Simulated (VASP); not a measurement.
A run of VASP 6.6.1:

The input INCAR:

```
  PREC = Normal
  ENCUT = 520
  EDIFF = 1E-4
  ISMEAR = 0
  SIGMA = 0.15
  LREAL = F
  LASPH = T
  NELM = 60
  ALGO = Fast
  ISIF = 3
  LWAVE = F
  LCHARG = F
  GGA = PE
  IBRION = 2
  NSW = 24
  EDIFFG = -0.08
```

Contents of KPOINTS:

```
Automatic mesh
0
Gamma
  4 4 4
```

Contents of POSCAR:

```
Si7B
1.0
    0.0000000000      4.1221645000      4.1221645000
    4.1221645000      0.0000000000      4.1221645000
    4.1221645000      4.1221645000      0.0000000000
Si B
7 1
Direct
    0.5000000000      0.0000000000      0.0000000000
    0.0000000000      0.5000000000      0.5000000000
    0.0000000000      0.5000000000      0.0000000000
    0.5000000000      0.0000000000      0.5000000000
    0.0000000000      0.0000000000      0.5000000000
    0.5000000000      0.5000000000      0.0000000000
    0.0000000000      0.0000000000      0.0000000000
    0.5000000000      0.5000000000      0.5000000000
```

Potentials or basis: VASP PAW PBE potentials, release 64 (Si, B).

The run is started by

```console
$ cat potpaw_PBE.64/Si/POTCAR potpaw_PBE.64/B/POTCAR > POTCAR
$ mpirun -np 1 vasp_std > vasp.out
```

Hardware: 1 thread of AMD EPYC 9R14 (Zen 4) (shared host).

Question: How long does it take, and how much memory?

Answer: Run time: 21 s on 1 thread of AMD EPYC 9R14 (Zen 4), with other jobs on the host, peak memory 0.18 GiB. Counts: scf iterations 22, k points 8, ion steps 3.
